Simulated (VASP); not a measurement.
**Ga4As3P (ordered alloy cell): computed properties**

Computed with PBEsol GGA, VASP's PBE PAW potentials (set 64) (plane waves; VASP).

```yaml
space_group: R3m (160)
cell: a = b = 3.9617 Å, c = 38.7695 Å, α = β = 90.00°, γ = 120.00°
volume_per_atom: 21.96 Å^3/atom
band gap (over mesh and band path): 0.69 eV
smallest direct gap (over mesh and band path): 0.69 eV
band_edge_character: direct, Γ to Γ
density: 5.05 g/cm³
```

Ga4As3P has the trigonal space group R3m, hexagonal axes (No. 160), Pearson symbol hR8. Lattice parameters: a = 3.9617 Å, b = 3.9617 Å, c = 38.7695 Å, α = 90.00°, β = 90.00°, γ = 120.00°. Ga1 on 3a sees 3 P at 2.401 Å and 1 As at 2.450 Å (tetrahedral). Ga2 on 3a sees 1 P at 2.355 Å and 3 As at 2.434 Å (tetrahedral). Ga3 on 3a is surrounded by 4 As at 2.434–2.445 Å (tetrahedral). Ga4 on 3a sees 4 As at 2.434–2.446 Å (tetrahedral). P on 3a is coordinated by 4 Ga at 2.355–2.401 Å (tetrahedral). As1 on 3a is coordinated by 4 Ga at 2.434–2.445 Å (tetrahedral). As2 on 3a sees 4 Ga at 2.434–2.446 Å (tetrahedral). As3 on 3a is coordinated by 4 Ga at 2.434–2.450 Å (tetrahedral). (Neighbours: up to the widest gap in distance over summed covalent radii, below 1.35, at either atom; cation-cation and far metal-metal contacts left out.)
(The calculation used a cell of 8 atoms; values per cell refer to that cell.)

The structure was generated: Ga4As3P was put into an ordered model structure (R3m), which need not be its known phase. It was relaxed first. Symmetry was kept, so distortions that lower it aren't found.
